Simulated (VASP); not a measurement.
An input for Ansatz (written as the equivalent of a VASP run, and not itself run):

Ansatz 0.2 input:
```yaml
crystal:
  lattice:
    - [3.1067710, 0.0000000, 0.0000000]
    - [-1.5533850, 2.6905420, 0.0000000]
    - [0.0000000, 0.0000000, 15.2460410]
  atoms:
    - { symbol: Si, position: [0.3333330, 0.6666670, 0.8329900] }
    - { symbol: Si, position: [0.6666670, 0.3333330, 0.3329900] }
    - { symbol: Si, position: [0.6666670, 0.3333330, 0.6665000] }
    - { symbol: Si, position: [0.3333330, 0.6666670, 0.1665000] }
    - { symbol: Si, position: [0.0000000, 0.0000000, 0.4997300] }
    - { symbol: Si, position: [0.0000000, 0.0000000, 0.9997300] }
    - { symbol: C, position: [0.0000000, 0.0000000, 0.8743700] }
    - { symbol: C, position: [0.0000000, 0.0000000, 0.3743700] }
    - { symbol: C, position: [0.3333330, 0.6666670, 0.7080000] }
    - { symbol: C, position: [0.6666670, 0.3333330, 0.2080000] }
    - { symbol: C, position: [0.6666670, 0.3333330, 0.5415200] }
    - { symbol: C, position: [0.3333330, 0.6666670, 0.0415200] }
kpoints:
  mp_grid: { grid: [8, 8, 2] }
hamiltonian:
  xc: pbe
  pseudopotentials: { kind: paw }
scf:
  occupations: { method: gaussian, width: 0.01 }
  max_iter: 100
output: { forces: true, stress: true, eigenvalues: true }
```

### Question
Translate this input to VASP (INCAR, KPOINTS, POSCAR, choice of POTCAR).

### Answer
Several could match; the one computed here: 
POSCAR:
```
SiC
1.0
  3.1067710000   0.0000000000   0.0000000000
 -1.5533850000   2.6905420000   0.0000000000
  0.0000000000   0.0000000000  15.2460410000
Si C
6 6
Direct
  0.3333330000   0.6666670000   0.8329900000
  0.6666670000   0.3333330000   0.3329900000
  0.6666670000   0.3333330000   0.6665000000
  0.3333330000   0.6666670000   0.1665000000
  0.0000000000   0.0000000000   0.4997300000
  0.0000000000   0.0000000000   0.9997300000
  0.0000000000   0.0000000000   0.8743700000
  0.0000000000   0.0000000000   0.3743700000
  0.3333330000   0.6666670000   0.7080000000
  0.6666670000   0.3333330000   0.2080000000
  0.6666670000   0.3333330000   0.5415200000
  0.3333330000   0.6666670000   0.0415200000
```

**KPOINTS**
```
Automatic
0
gamma
  8 8 2
```

INCAR:
```
ISMEAR = 0
LWAVE = F
ENCUT = 200   # plane-wave cut-off (eV)
PREC = Accurate
NELM = 100   # most electronic steps
LCHARG = F
GGA = PE   # PBE
LASPH = T
ALGO = Normal
ISIF = 2   # forces and stress, cell fixed
SIGMA = 0.01   # width (eV)
EDIFF = 1E-6
LREAL = F   # projection in real space or not
SYSTEM = SiC
```

POTCAR, in this order: Si C (PBE.64 set). Program: vasp_std.

Limits of the translation: each code has its own PAW files, so the cut-off isn't converted (ENCUT is set for VASP's; basis.ecutwfc is left out, and Ansatz then takes the one that its files recommend); Ansatz stops its SCF on the density residual and VASP on the energy change (EDIFF).

The structure comes from a computed database's SiC entry; how it stands against other phases isn't given here. The cell was not relaxed at this level. The run is one of a series of settings (ENCUT = 200 against the base run), some of them coarse on purpose.
